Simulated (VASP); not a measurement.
Data:

```xyz
2
Lattice="4.1312 -2.2828 -0.0163 4.1312 2.2828 -0.0163 2.8845 0.0000 3.7360" Properties=species:S:1:pos:R:3 pbc="T T T"
Bi     2.6295     0.0000     0.8736
Bi     8.5175     0.0000     2.8299
```

These are PBE GGA with D3 dispersion (zero damping), VASP's PBE PAW potentials (set 64) (plane waves; VASP) values and carry that method's errors. Settings: 520 eV cut-off, 11×11×11 Γ-centred mesh, tetrahedra with Blöchl corrections, potentials Bi_d.

Unless said otherwise, spin-orbit coupling is left out, though it shifts the bands of the heavy elements here.

Problem. Tabulate the total density of states (states/eV per cell) against energy (eV; zero at the valence-band maximum or, without a gap, the Fermi level).

Solution. 
| E (eV) | DOS (states/eV) |
|---|---|
| -9.97 | 1.40 |
| -9.39 | 1.09 |
| -8.80 | 0.45 |
| -8.34 | 0.26 |
| -7.75 | 0.10 |
| -7.17 | 0.00 |
| -6.59 | 0.00 |
| -6.00 | 0.00 |
| -5.54 | 0.00 |
| -4.95 | 0.00 |
| -4.37 | 0.49 |
| -3.78 | 0.81 |
| -3.20 | 1.22 |
| -2.73 | 1.79 |
| -2.15 | 1.73 |
| -1.56 | 1.81 |
| -0.98 | 1.72 |
| -0.51 | 1.35 |
| 0.07 | 0.01 |
| 0.65 | 1.21 |
| 1.24 | 1.32 |
| 1.82 | 1.21 |
| 2.29 | 1.26 |
| 2.87 | 1.59 |
| 3.46 | 1.42 |
Within 2 eV below the Fermi level the largest weight inside VASP's projection spheres is Bi p.

The compound is Bi in the a7 structure. It was relaxed first.
